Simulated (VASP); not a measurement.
Level of theory: PBE GGA with D4 dispersion, VASP's PBE PAW potentials (set 64) (plane waves; VASP).

A VASP calculation is set up with these files.

**KPOINTS**
```
Regular mesh
0
Gamma
4 4 4
0 0 0
```

**INCAR**
```
ALGO = Normal
EDIFF = 1E-7
ENCUT = 520
GGA = PE
ISIF = 2
ISMEAR = 0
IVDW = 13
LASPH = .TRUE.
LCHARG = .FALSE.
LMAXMIX = 4
LREAL = .FALSE.
LWAVE = .FALSE.
NELM = 100
PREC = Accurate
SIGMA = 0.05
SYSTEM = CsPbCl3
```

**POSCAR**
```
CsPbCl3
1
    5.7293229671     0.0000000000     0.0000000000
    0.0000000000     5.7293229671     0.0000000000
    0.0000000000     0.0000000000     5.7293229671
Cs Pb Cl
1 1 3
Direct
  0.0000000000   0.0000000000   0.0000000000
  0.5000000000   0.5000000000   0.5000000000
  0.5000000000   0.0000000000   0.5000000000
  0.0000000000   0.5000000000   0.5000000000
  0.5000000000   0.5000000000   0.0000000000
```

POTCAR, in this order: Cs_sv Pb_d Cl (PBE.64 set). Program: vasp_std.

Output of the run:

File OSZICAR:
```
       N       E                     dE             d eps       ncg     rms          rms(c)
DAV:   1     0.428771278719E+03    0.42877E+03   -0.19479E+04   520   0.153E+03
DAV:   2     0.391962241867E+02   -0.38958E+03   -0.38121E+03   632   0.351E+02
DAV:   3    -0.163031995609E+02   -0.55499E+02   -0.54072E+02   670   0.136E+02
DAV:   4    -0.184604354902E+02   -0.21572E+01   -0.21504E+01   680   0.329E+01
DAV:   5    -0.185291579047E+02   -0.68722E-01   -0.68659E-01   712   0.517E+00    0.493E+00
DAV:   6    -0.175846244245E+02    0.94453E+00   -0.19840E+00   710   0.150E+01    0.330E+00
DAV:   7    -0.175357123016E+02    0.48912E-01   -0.71900E-01   752   0.492E+00    0.187E+00
DAV:   8    -0.175504019428E+02   -0.14690E-01   -0.90832E-02   740   0.253E+00    0.286E-01
DAV:   9    -0.175484048352E+02    0.19971E-02   -0.25205E-02   736   0.118E+00    0.142E-01
DAV:  10    -0.175490079295E+02   -0.60309E-03   -0.25270E-03   640   0.337E-01    0.417E-02
DAV:  11    -0.175490957418E+02   -0.87812E-04   -0.20102E-04   656   0.112E-01    0.122E-02
DAV:  12    -0.175491003303E+02   -0.45885E-05   -0.31995E-05   680   0.607E-02    0.951E-03
DAV:  13    -0.175490988161E+02    0.15142E-05   -0.60026E-06   738   0.127E-02    0.217E-03
DAV:  14    -0.175490989096E+02   -0.93532E-07   -0.96342E-07   622   0.846E-03
   1 F= -.18408805E+02 E0= -.18408805E+02  d E =-.604790E-18
```

### OUTCAR
```
------------------------ aborting loop because EDIFF is reached ----------------------------------------
  Edisp (eV):   -0.85971
  FORCE on cell =-STRESS in cart. coord.  units (eV):
  Direction    XX          YY          ZZ          XY          YZ          ZX
  --------------------------------------------------------------------------------------
  Total      -0.69422    -0.69422    -0.69422     0.00000    -0.00000     0.00000
  in kB      -5.91424    -5.91424    -5.91424     0.00000    -0.00000     0.00000
  external pressure =       -5.91 kB  Pullay stress =        0.00 kB
  volume of cell :      188.07
      direct lattice vectors                 reciprocal lattice vectors
     5.729322967  0.000000000  0.000000000     0.174540693  0.000000000  0.000000000
     0.000000000  5.729322967  0.000000000     0.000000000  0.174540693  0.000000000
     0.000000000  0.000000000  5.729322967     0.000000000  0.000000000  0.174540693
 POSITION                                       TOTAL-FORCE (eV/Angst)
 -----------------------------------------------------------------------------------
      0.00000      0.00000      0.00000         0.000000      0.000000      0.000000
      2.86466      2.86466      2.86466         0.000000      0.000000      0.000000
      2.86466      0.00000      2.86466         0.000000      0.000000      0.000000
      0.00000      2.86466      2.86466         0.000000      0.000000      0.000000
      2.86466      2.86466      0.00000         0.000000      0.000000      0.000000
 -----------------------------------------------------------------------------------
    total drift:                                0.000000     -0.000000     -0.000000
  FREE ENERGIE OF THE ION-ELECTRON SYSTEM (eV)
  ---------------------------------------------------
  free  energy   TOTEN  =       -18.4088045993 eV

  energy  without entropy=      -18.4088045993  energy(sigma->0) =      -18.40880460
```
(Selected blocks of OUTCAR.)

The compound is CsPbCl3 in the cubic perovskite structure, the ideal cubic form; the compound distorts at low or room temperature. This cell is one point of a volume scan, at 1.03 of the reference volume.
